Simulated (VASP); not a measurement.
Runs of VASP 6.6.1 on Zn. It takes space group P6_3/mmc (No. 194, hexagonal). Conventional cell: a = 2.670 Å, b = 2.670 Å, c = 4.966 Å, α = 90.00°, β = 90.00°, γ = 120.00°. Zn (site symmetry -6m2) is surrounded by 12 Zn at 2.67 to 2.92 Å. 

```tsv
level	potentials or basis	gap on the mesh (eV)	pressure (GPa)	relaxed volume (Å³/atom)
PBE+D3(BJ)	VASP PAW PBE potentials, release 64 (Zn)	none	0.0	(b)
r2SCAN	VASP PAW PBE potentials, release 64 (Zn)	none	0.0	14.49
PBE	VASP PAW PBE potentials, release 64 (Zn)	none	0.1	15.41
PBEsol	VASP PAW PBE potentials, release 64 (Zn)	none	-0.1	14.32
LDA	VASP PAW LDA potentials, release 64 (Zn)	none	0.0	(a)
```

Alike in all rows: task relaxation of cell and atoms; no spin polarisation; cell relaxed; k mesh 21 × 21 × 9; cutoff (eV) 600; smearing methfessel-paxton 0.1 eV.

Problem. Estimate the missing entries.

Solution. (a) 13.69; (b) 14.34.

Caveats: the PAW data sets were made with another functional, which shifts forces and pressure a little (some runs); pairwise dispersion overbinds metals, which lowers pressure and volume (some runs); the volume moved by -11 % from the deposited cell, more than functionals usually miss (some runs).

A k mesh can miss the band edges.

A gap of «none» marks a metal or a gap under the smearing width.

Not every run made on this cell is shown here.
